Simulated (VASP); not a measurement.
```xyz
3
Lattice="1.5137 -2.6219 0.0000 1.5137 2.6219 0.0000 0.0000 0.0000 3.2157" Properties=species:S:1:pos:R:3 pbc="T T T"
Ti     3.0275     0.0000     3.2157
B      1.5137     0.8740     1.6078
B      1.5137    -0.8740     1.6078
```

All values below come from optB86b-vdW, VASP's PBE PAW potentials (set 64) (plane waves; VASP). Numerical set-up: 520 eV cut-off, Gaussian smearing of 0.050 eV, potentials Ti_sv B.

Give the energies of bands 6 to 12 at the high-symmetry points, in eV from the Fermi level.

| band | Γ | M | K | A | L | H |
|---|---|---|---|---|---|---|
| 6 | -2.71 | -9.29 | -8.38 | -7.63 | -7.59 | -8.64 |
| 7 | -2.71 | -3.35 | -7.38 | -0.65 | -4.74 | -5.76 |
| 8 | -2.34 | -3.28 | -1.93 | -0.65 | -3.89 | -3.22 |
| 9 | -2.17 | -2.34 | -1.93 | -0.27 | -3.18 | -3.22 |
| 10 | 1.80 | 1.25 | 1.29 | -0.27 | 2.41 | 2.42 |
| 11 | 1.80 | 2.64 | 1.29 | 0.35 | 2.82 | 4.17 |
| 12 | 3.59 | 3.12 | 1.88 | 0.35 | 4.41 | 4.17 |

It has no gap at this level: it comes out as a metal or semimetal.

The compound is TiB2 in the AlB2 type structure. It was relaxed first.
